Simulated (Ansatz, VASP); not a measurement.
# In: VASP beside Ansatz, part 2 of 3

Aim: how closely do two programs agree when they are given the same cell, functional and k mesh? Of the first pair: The structure shown is frame 200 of Ansatz's trajectory.

VASP 6.6.1 and Ansatz 0.2.0.

So far: Set-up; Ansatz: dynamics, PBEsol.

### Step 3. VASP: single point, PBEsol, pair 1

Level of this step: PBEsol; plane waves and PAW (In_d) (VASP).

The same cell, functional, mesh and smearing now go to VASP, with its own data sets.

Lines of VASP's logs that name or quote its potential files are left out, and so is its time.

INCAR

```
SYSTEM = In
PREC = Accurate
ENCUT = 400
EDIFF = 1E-06
NELM = 120
ISMEAR = -1
SIGMA = 0.05
LREAL = Auto
ALGO = Normal
GGA = PS
NBANDS = 368
LORBIT = 11
LWAVE = .FALSE.
LCHARG = .FALSE.
ISIF = 2
LASPH = .TRUE.
GGA_COMPAT = .FALSE.
EFERMI = MIDGAP
NCORE = 2
```

POSCAR

```
In
1.0
   10.9398000000      0.0000000000      0.0000000000
    0.0000000000     10.9398000000      0.0000000000
    0.0000000000      0.0000000000     10.9398000000
In
48
Direct
    0.5302564946      0.0498546591      0.1447467047
    0.9438106730      0.2415857694      0.3387630487
    0.8605916013      0.4237006161      0.5313351250
    0.0582186146      0.8996873800      0.4121281925
    0.3150148997      0.8688641474      0.2930675149
    0.3919358672      0.1951955246      0.3266970146
    0.2485328799      0.3808936178      0.8130495987
    0.1289420282      0.5444706485      0.0253478126
    0.9914989305      0.6574708861      0.4790672590
    0.2146748569      0.2483317794      0.0762262564
    0.6064279054      0.1767948226      0.7162745206
    0.5916195909      0.7263661127      0.0032176091
    0.2597945118      0.5900290682      0.5283186164
    0.0307866689      0.5774328598      0.7540083000
    0.4456388599      0.2405437028      0.9402822721
    0.5128887183      0.4691310627      0.7462476462
    0.1780654125      0.8682334229      0.6541801495
    0.8290919395      0.2966781842      0.8208925209
    0.3612497486      0.8731603868      0.0173586354
    0.8769538748      0.7761659263      0.2283131319
    0.2701877548      0.0718934533      0.7789173477
    0.5959980987      0.8195670853      0.2767875098
    0.3230497815      0.6892996216      0.8163860400
    0.8883800435      0.0758240553      0.5775059873
    0.0342693651      0.2879485914      0.6701859266
    0.8807016582      0.6739702737      0.9898901260
    0.7646300664      0.8147680945      0.4882264758
    0.0937220059      0.8248048410      0.9640578438
    0.7591180826      0.9770745352      0.9559315527
    0.1689519004      0.3851715753      0.3015868663
    0.6849302547      0.2289255745      0.4585550010
    0.1788423920      0.1345454213      0.4955666466
    0.1553501892      0.6520960164      0.2719428143
    0.5967476554      0.5706594270      0.5189582991
    0.7041627818      0.6947567597      0.7630486846
    0.3924111958      0.5300188303      0.0514726046
    0.9499350994      0.3321541527      0.0545896634
    0.0228249145      0.0839960511      0.8777399952
    0.8382785791      0.0438582058      0.2037148760
    0.4385546354      0.8422823086      0.5361981023
    0.5139582076      0.9196329001      0.7929761056
    0.4996709263      0.4391030915      0.3243477943
    0.0999195598      0.9981809539      0.1523336807
    0.3784529882      0.2720250827      0.5853763323
    0.9189838937      0.8328854275      0.7219601821
    0.6624252729      0.4282985064      0.9946799759
    0.7871807528      0.5329347886      0.2887072890
    0.6987970530      0.2666136492      0.1998756833
```

KPOINTS

```
Automatic mesh
0
Gamma
1 1 1
0 0 0
```

The projector-augmented-wave data sets are In_d (PBE family, release 64).

Launch:

```sh
$ mpirun -np 8 vasp_gam
```

Numbers of over 12 decimals in the logs are rounded to 6 here.

The program printed:

```text
[banner, memory and clock lines left out]
running    8 mpi-ranks, on    1 nodes
[...]
|                                                                             |
|               ----> ADVICE to this user running VASP <----                  |
|                                                                             |
|     You enforced a specific xc type in the INCAR file but a different       |
|     [... a line on the potential file left out ...]
|     I HOPE YOU KNOW WHAT YOU ARE DOING!                                     |
|                                                                             |

 LDA part: xc-table for (Slater+PW92), standard interpolation
 POSCAR, INCAR and KPOINTS ok, starting setup
[...]
entering main loop
       N       E                     dE             d eps       ncg     rms          rms(c)
DAV:   1     0.887952775981E+04    0.88795E+04   -0.25988E+05   736   0.233E+03
DAV:   2     0.168794362823E+04   -0.71916E+04   -0.70948E+04   736   0.665E+02
DAV:   3     0.677590244930E+02   -0.16202E+04   -0.15397E+04   736   0.278E+02
DAV:   4    -0.133025201407E+03   -0.20078E+03   -0.18518E+03   848   0.100E+02
[...]
DAV:  15    -0.144990302438E+03    0.97262E-05   -0.11647E-05   904   0.487E-02    0.263E-02
DAV:  16    -0.144990299667E+03    0.27707E-05   -0.17533E-05  1032   0.284E-02    0.152E-02
DAV:  17    -0.144990299674E+03   -0.64174E-08   -0.64629E-06   696   0.801E-03
   1 F= -.14499030E+03 E0= -.14489359E+03  d E =-.193424E+00
```

From OUTCAR (step 3):

```text
  Total        6.7410659     -0.4763643      3.7496183      4.1829363      3.6919324      3.5213867
  in kB        8.2491844     -0.5829370      4.5884869      5.1187473      4.5178954      4.3091951
  external PRESSURE =       4.0849114 kB  Pullay stress =       0.0000000 kB

 POSITION                                       TOTAL-FORCE (eV/Angst)
 -----------------------------------------------------------------------------------
      5.80090      0.54540      1.58350        -0.331286      0.323623     -0.470276
     10.32510      2.64290      3.70600         0.684339      0.401144      0.081831
      9.41470      4.63520      5.81270        -0.258543      0.188011      0.274276
      0.63690      9.84240      4.50860         0.350534      0.700530     -0.304701
      3.44620      9.50520      3.20610         0.180130      0.373216      0.131616
      4.28770      2.13540      3.57400        -0.333847     -0.218286     -0.587959
      2.71890      4.16690      8.89460        -0.192490     -0.034448     -0.232154
      1.41060      5.95640      0.27730        -0.277109     -0.023940     -0.119605
     10.84680      7.19260      5.24090        -0.419733     -0.417246      0.631809
      2.34850      2.71670      0.83390         0.101456     -0.280782     -0.135446
      6.63420      1.93410      7.83590        -0.036532      0.241700      0.266140
      6.47220      7.94630      0.03520         0.423826     -0.187598      0.278158
      2.84210      6.45480      5.77970         0.579009      0.020302      0.232727
      0.33680      6.31700      8.24870         0.013664     -0.149099     -0.067206
[...]
-----------------------------------------------------------------------------------
    total drift:                                0.009344     -0.006869      0.005192

  FREE ENERGIE OF THE ION-ELECTRON SYSTEM (eV)
  ---------------------------------------------------
  free  energy   TOTEN  =      -144.9902996738 eV

  energy  without entropy=     -144.7968754609  energy(sigma->0) =     -144.89358757

[... 3 further parts left out ...]
[key lines of the parts left out:]
E-fermi :   6.3464
```

The run ends at a pressure of 0.41 GPa, with forces up to 1.0 eV/Å.

### Step 4. Side by side

Known differences besides the potentials themselves: the cutoff is 420 eV in Ansatz and 400 eV in VASP (PREC = Accurate, projectors in real space); Ansatz makes its cores anew for this functional, VASP keeps those of its PBE data sets. Total energies have different zeros and are not compared.

Forces on 9 of the 48 atoms, those with the largest forces and the largest differences (eV/Å; atoms numbered as in POSCAR):

```csv
atom,"Ansatz x, y, z","VASP x, y, z"
In4,"0.350, 0.698, -0.302","0.351, 0.701, -0.305"
In9,"-0.418, -0.415, 0.630","-0.420, -0.417, 0.632"
In18,"-0.543, -0.018, -0.148","-0.547, -0.015, -0.148"
In25,"1.012, 0.110, 0.018","1.016, 0.110, 0.018"
In26,"-0.713, -0.461, -0.311","-0.716, -0.462, -0.311"
In28,"0.386, -0.278, -0.689","0.387, -0.277, -0.688"
In39,"-0.208, -0.591, 0.072","-0.208, -0.594, 0.070"
In43,"0.452, 0.420, 0.513","0.454, 0.420, 0.514"
In44,"0.502, 0.489, 0.638","0.503, 0.490, 0.640"
```

The forces differ by 1.5 meV/Å r.m.s., which is 0.4 % of the r.m.s. force of 0.345 eV/Å (both taken over all components).

### Step 5. Ansatz: dynamics, PBEsol

One frame of this run of dynamics is then solved in both programs, so the motion causes no difference.

The structure compared here is frame 400 of Ansatz's trajectory.

input.yaml

```yaml
crystal:
  lattice:
    - [10.9398, 0.0, 0.0]
    - [0.0, 10.9398, 0.0]
    - [0.0, 0.0, 10.9398]
  atoms:
    - { symbol: In, position: [0.49532, 0.96222, 0.13701] }
    - { symbol: In, position: [0.87955, 0.36797, 0.37727] }
    - { symbol: In, position: [0.71272, 0.45266, 0.58464] }
    - { symbol: In, position: [0.10753, 0.83476, 0.46925] }
    - { symbol: In, position: [0.3722, 0.84025, 0.33686] }
    - { symbol: In, position: [0.42649, 0.11366, 0.38037] }
    - { symbol: In, position: [0.26886, 0.27229, 0.7928] }
    - { symbol: In, position: [0.25566, 0.44375, 0.98728] }
    - { symbol: In, position: [0.9057, 0.67556, 0.52681] }
    - { symbol: In, position: [0.29805, 0.19089, 0.03758] }
    - { symbol: In, position: [0.54034, 0.122, 0.6375] }
    - { symbol: In, position: [0.77968, 0.73777, 0.98113] }
    - { symbol: In, position: [0.10609, 0.51547, 0.48527] }
    - { symbol: In, position: [0.07583, 0.57136, 0.82] }
    - { symbol: In, position: [0.52559, 0.26203, 0.86611] }
    - { symbol: In, position: [0.4838, 0.46259, 0.70665] }
    - { symbol: In, position: [0.20451, 0.83061, 0.71003] }
    - { symbol: In, position: [0.76598, 0.25158, 0.76794] }
    - { symbol: In, position: [0.17662, 0.01254, 0.89315] }
    - { symbol: In, position: [0.86744, 0.89211, 0.38885] }
    - { symbol: In, position: [0.29242, 0.05168, 0.60613] }
    - { symbol: In, position: [0.69079, 0.80979, 0.21417] }
    - { symbol: In, position: [0.32792, 0.63321, 0.82491] }
    - { symbol: In, position: [0.92163, 0.08584, 0.55344] }
    - { symbol: In, position: [0.95491, 0.40292, 0.66379] }
    - { symbol: In, position: [0.02696, 0.69122, 0.04503] }
    - { symbol: In, position: [0.7868, 0.88906, 0.65588] }
    - { symbol: In, position: [0.24714, 0.82698, 0.10248] }
    - { symbol: In, position: [0.84073, 0.02752, 0.8809] }
    - { symbol: In, position: [0.1811, 0.39738, 0.26658] }
    - { symbol: In, position: [0.62657, 0.27522, 0.41586] }
    - { symbol: In, position: [0.09932, 0.25629, 0.47119] }
    - { symbol: In, position: [0.14236, 0.66487, 0.27608] }
    - { symbol: In, position: [0.67424, 0.64325, 0.41263] }
    - { symbol: In, position: [0.82474, 0.60444, 0.76299] }
    - { symbol: In, position: [0.3664, 0.60132, 0.16136] }
    - { symbol: In, position: [0.95114, 0.23126, 0.16851] }
    - { symbol: In, position: [0.01941, 0.20564, 0.81971] }
    - { symbol: In, position: [0.69343, 0.05786, 0.29066] }
    - { symbol: In, position: [0.43385, 0.65664, 0.50972] }
    - { symbol: In, position: [0.54803, 0.82967, 0.7387] }
    - { symbol: In, position: [0.44151, 0.4473, 0.35637] }
    - { symbol: In, position: [0.17511, 0.12935, 0.25779] }
    - { symbol: In, position: [0.34434, 0.29878, 0.54583] }
    - { symbol: In, position: [0.97086, 0.8109, 0.82145] }
    - { symbol: In, position: [0.63845, 0.50086, 0.92105] }
    - { symbol: In, position: [0.68118, 0.46744, 0.17493] }
    - { symbol: In, position: [0.52712, 0.21913, 0.15643] }
kpoints:
  mp_grid: { grid: [1, 1, 1] }
hamiltonian:
  xc: pbesol
scf:
  occupations: { method: fermi_dirac, width: 0.05 }
output:
  forces: true
  stress: true
md:
  timestep: 5.0
  n_steps: 600
  ensemble: nvt_nose_hoover
  temperature: 973
  initial_velocities: maxwell_boltzmann
  seed: 7
  temperature_schedule:
    - { n_steps: 75, end_temperature: 973 }
    - { n_steps: 75, end_temperature: 473 }
```

Launch:

```sh
$ ansatz run input.yaml --threads 8 --pin off --max-ram 15360MiB --backend cpu --events-out ev --progress --plain --runs-dir out
```

The program printed:

```text
[...]
Crystal: 48 atoms, lattice volume = 1309.267 Å³
Basis set: ecut = 420 eV, 25677 PW (Γ), exchange–correlation on 150×150×150 points (8 copies of the dense FFT grid, shifted against one another)
Bands: 375, of which v1, the nominal top of the filled ones, is band 312 counted from 1 (311 counted from 0)
Symmetry: 1 space group operations
k-points: 1
[...]
atom  48  In    -0.35750134    -0.36911031    -0.44777090
  max |Σ_I F_I| component: 1.42e-5 eV/Å
--- Stress (GPa, compression-positive) ---
        1.159935       0.092824      -0.305366
        0.092824       1.271208      -0.033687
       -0.305366      -0.033687       0.954042
  P = ⅓ Tr σ = 1.1284 GPa (11.284 kbar)
--- MD trajectory: 600 steps, t = 0.0 → 3000.0 fs ---
[...]
conserved energy: peak-to-peak 2.271e-2 eV (4.731e-4 eV/atom) over 3000.0 fs
[key lines of the parts left out:]
SCF converged after 8 iterations
Free energy (F): -265223.952759 eV
Fermi energy:    9.004670 eV
```

### Step 6. VASP: single point, PBEsol, pair 2

The same cell, functional, mesh and smearing now go to VASP, with its own data sets.

INCAR is that of step 3.

POSCAR

```
In
1.0
   10.9398000000      0.0000000000      0.0000000000
    0.0000000000     10.9398000000      0.0000000000
    0.0000000000      0.0000000000     10.9398000000
In
48
Direct
    0.4851002761      0.9915994808      0.2142086693
    0.9095321670      0.2079471288      0.3582698038
    0.8891570230      0.4386460447      0.4896067570
    0.9740671676      0.9497614216      0.3713596227
    0.2762299128      0.8953088722      0.3901808077
    0.3386807803      0.1854787108      0.2701054864
    0.3244392036      0.4139563795      0.8029031609
    0.1061536774      0.5239949542      0.0035009781
    0.0935026234      0.6730104755      0.3844037368
    0.2339896525      0.2393096766      0.0100915922
    0.5727892649      0.2303972650      0.8006270681
    0.5558602534      0.7494195506      0.0310608969
    0.2554799905      0.5498455182      0.5539406571
    0.9794694601      0.5647635240      0.7428655003
    0.4964441763      0.2773725297      0.0553575020
    0.5604307209      0.5367739812      0.8600157224
    0.2219967458      0.9039653376      0.6542258542
    0.8272089069      0.3378489552      0.7718422640
    0.3418892484      0.9752737710      0.9690853581
    0.9685277610      0.7121153952      0.1628000512
    0.3181228176      0.1412274447      0.7396753140
    0.5007678385      0.7379933820      0.3697142544
    0.3038629591      0.7189802373      0.8605916013
    0.9147333589      0.0834018903      0.6287135048
    0.1015740690      0.3277665040      0.6631565477
    0.8079489570      0.6377356076      0.9630432001
    0.7954624399      0.6670597269      0.4218541472
    0.0632644107      0.8321815755      0.9010585203
    0.8302802611      0.9611418856      0.8426113823
    0.1366935410      0.3841112269      0.3291650670
    0.6794182709      0.2506170131      0.5481818680
    0.1503866615      0.1347373809      0.4796248560
    0.2432859833      0.7571619225      0.1486407430
    0.5683010658      0.5172306624      0.5495895720
    0.7433042652      0.7178650432      0.7139161593
    0.3772281029      0.5403846505      0.0819210589
    0.9945977075      0.2858187535      0.1136492440
    0.0397265032      0.1592168047      0.8647872904
    0.7185323315      0.8920729812      0.2806998300
    0.4471836779      0.7507175634      0.6395637946
    0.5619572570      0.9364339385      0.8108100697
    0.4252362932      0.4640852666      0.3158924295
    0.0918846780      0.0217554251      0.1302400410
    0.4089928518      0.2720250827      0.5266001207
    0.9732170606      0.8074005009      0.6098283332
    0.7507267043      0.3567158449      0.0297080385
    0.6777637617      0.5555586025      0.2043821642
    0.6409897804      0.2597396662      0.2969981170
```

KPOINTS is that of step 3.

Launch:

```sh
$ mpirun -np 8 vasp_gam
```

The program printed:

```text
[banner, memory and clock lines left out]
running    8 mpi-ranks, on    1 nodes
[...]
[... a notice as in an earlier step ...]

 LDA part: xc-table for (Slater+PW92), standard interpolation
 POSCAR, INCAR and KPOINTS ok, starting setup
[...]
entering main loop
       N       E                     dE             d eps       ncg     rms          rms(c)
DAV:   1     0.897710953042E+04    0.89771E+04   -0.25887E+05   736   0.233E+03
DAV:   2     0.173449590952E+04   -0.72426E+04   -0.71496E+04   736   0.671E+02
DAV:   3     0.742713192038E+02   -0.16602E+04   -0.15761E+04   736   0.279E+02
DAV:   4    -0.135291567614E+03   -0.20956E+03   -0.19349E+03   856   0.101E+02
[...]
DAV:  16    -0.147487071660E+03   -0.11626E-04   -0.19528E-05  1024   0.206E-02    0.116E-02
DAV:  17    -0.147487074967E+03   -0.33065E-05   -0.86483E-06   768   0.284E-02    0.697E-03
DAV:  18    -0.147487074713E+03    0.25313E-06   -0.10839E-06   504   0.140E-02
   1 F= -.14748707E+03 E0= -.14746259E+03  d E =-.489646E-01
```

OUTCAR, selected parts (step 6):

```text
  Total        4.7654549      4.5750000      7.0217567     -1.5288079     -2.0216652      0.1927858
  in kB        5.8315875      5.5985239      8.5926716     -1.8708345     -2.4739543      0.2359161
  external PRESSURE =       6.6742610 kB  Pullay stress =       0.0000000 kB

 POSITION                                       TOTAL-FORCE (eV/Angst)
 -----------------------------------------------------------------------------------
      5.30690     10.84790      2.34340         0.244270     -0.717096     -0.453662
      9.95010      2.27490      3.91940        -0.254085      0.111226     -0.114641
      9.72720      4.79870      5.35620         0.124829     -0.202162      0.091379
     10.65610     10.39020      4.06260        -0.066940     -0.697042     -0.361844
      3.02190      9.79450      4.26850        -0.278080     -0.316574     -0.212570
      3.70510      2.02910      2.95490        -0.659126      0.919035      0.263206
      3.54930      4.52860      8.78360         0.061984      0.126562      0.051062
      1.16130      5.73240      0.03830        -0.210557     -0.295084     -0.144743
      1.02290      7.36260      4.20530        -0.002468      0.032859      0.357330
      2.55980      2.61800      0.11040         1.027113      0.574309      0.300002
      6.26620      2.52050      8.75870        -0.214367      0.013598     -0.080784
      6.08100      8.19850      0.33980        -0.123616      0.378589     -0.014933
      2.79490      6.01520      6.06000         0.339728      0.027411      0.172628
     10.71520      6.17840      8.12680         0.320637      0.383579      0.137659
[...]
-----------------------------------------------------------------------------------
    total drift:                               -0.006290     -0.003660      0.009414

  FREE ENERGIE OF THE ION-ELECTRON SYSTEM (eV)
  ---------------------------------------------------
  free  energy   TOTEN  =      -147.4870747134 eV

  energy  without entropy=     -147.4381101200  energy(sigma->0) =     -147.46259242

[... 2 parts as in an earlier step ...]

[... 1 further part left out ...]
[key lines of the parts left out:]
E-fermi :   6.3662
```

The run ends at a pressure of 0.67 GPa, with forces up to 1.2 eV/Å.

### Step 7. Differences

Forces on 9 of the 48 atoms, those with the largest forces and the largest differences (eV/Å; atoms numbered as in POSCAR):

```csv
atom,"Ansatz x, y, z","VASP x, y, z"
In1,"0.242, -0.715, -0.451","0.244, -0.717, -0.454"
In6,"-0.658, 0.916, 0.261","-0.659, 0.919, 0.263"
In10,"1.023, 0.570, 0.301","1.027, 0.574, 0.300"
In22,"-0.114, -0.306, -0.547","-0.114, -0.304, -0.551"
In26,"0.196, 0.291, 0.064","0.199, 0.292, 0.068"
In31,"0.450, 0.004, 0.685","0.451, 0.003, 0.687"
In32,"0.621, 0.369, -0.362","0.623, 0.370, -0.363"
In35,"-0.904, -0.080, -0.266","-0.907, -0.081, -0.266"
In48,"-0.225, 0.136, -1.051","-0.225, 0.135, -1.053"
```

The forces differ by 1.7 meV/Å r.m.s., which is 0.5 % of the r.m.s. force of 0.341 eV/Å (both taken over all components).

### Step 8. Ansatz: dynamics, PBEsol

One frame of this run of dynamics is then solved in both programs, so the motion causes no difference.

The structure compared here is frame 600 of Ansatz's trajectory.

input.yaml is that of step 5.

Launch:

```sh
$ ansatz run input.yaml --threads 8 --pin off --max-ram 15360MiB --backend cpu --events-out ev --progress --plain --runs-dir out
```

The program printed:

```text
[...]
Crystal: 48 atoms, lattice volume = 1309.267 Å³
Basis set: ecut = 420 eV, 25677 PW (Γ), exchange–correlation on 150×150×150 points (8 copies of the dense FFT grid, shifted against one another)
Bands: 375, of which v1, the nominal top of the filled ones, is band 312 counted from 1 (311 counted from 0)
Symmetry: 1 space group operations
k-points: 1
[...]
atom  48  In    -0.35750134    -0.36911031    -0.44777090
  max |Σ_I F_I| component: 1.42e-5 eV/Å
--- Stress (GPa, compression-positive) ---
        1.159935       0.092824      -0.305366
        0.092824       1.271208      -0.033687
       -0.305366      -0.033687       0.954042
  P = ⅓ Tr σ = 1.1284 GPa (11.284 kbar)
--- MD trajectory: 600 steps, t = 0.0 → 3000.0 fs ---
[...]
conserved energy: peak-to-peak 2.271e-2 eV (4.731e-4 eV/atom) over 3000.0 fs
[key lines of the parts left out:]
SCF converged after 8 iterations
Free energy (F): -265223.952759 eV
Fermi energy:    9.004670 eV
```

(Continued in part 3 of 3.)

[Lines on the potential files, build, host, timing and source positions are cut from VASP's logs without a mark.]

[Logs are printed without paths, hosts, clocks, repeated set-up lines and the standing remarks that a program may print on its own settings, such as how far it seeks lower states.]

[Hosts, paths, dates, database ids (printed as entryN), source tags and the programs' standing remarks are cut or masked in the printed files.]
